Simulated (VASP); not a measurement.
Runs of VASP 6.6.1 on BAs. The structure is cubic, space group F-43m (No. 216). The conventional cell has a = 4.816 Å, b = 4.816 Å, c = 4.816 Å, α = 90.00°, β = 90.00°, γ = 90.00°. B (site symmetry -43m) has 4 As at 2.09 Å as nearest neighbours. As (site symmetry -43m) is surrounded by 4 B at 2.09 Å. The cell is a database's computed one.

```csv
level,potentials or basis,k mesh,grid for exact exchange (PRECFOCK),screening parameter,further INCAR settings,exchange at q = 0,gap on the mesh (eV),pressure (GPa)
HSE06,"VASP PAW PBE potentials, release 64 (B, As)",8 × 8 × 8,Fast,0.2 1/A,ALGO = Normal; EDIFF = 1e-06,-,1.89,-4.0
r2SCAN,"VASP PAW PBE potentials, release 64 (B, As)",12 × 12 × 12,-,-,ALGO = Normal; EDIFF = 1e-06,-,1.41,-2.5
PBE0,"VASP PAW PBE potentials, release 64 (B, As)",8 × 8 × 8,Fast,-,ALGO = Normal; EDIFF = 1e-06,truncated,(a),(c)
LDA,"VASP PAW LDA potentials, release 64 (B, As)",12 × 12 × 12,-,-,ALGO = Fast; EDIFF = 1e-06,-,1.15,(b)
```

Alike in all rows: task band structure; no spin polarisation; cell as given; cutoff (eV) 450; smearing gaussian 0.02 eV.

Q: Estimate the missing entries.

A: (a) 2.54; (b) -6.2; (c) -4.1.

Caveats: the PAW data sets were made with another functional, which shifts forces and pressure a little (some runs).

A k mesh can miss the band edges, and the runs leave out spin-orbit coupling on As.

Runs at the PBE level aren't shown here.
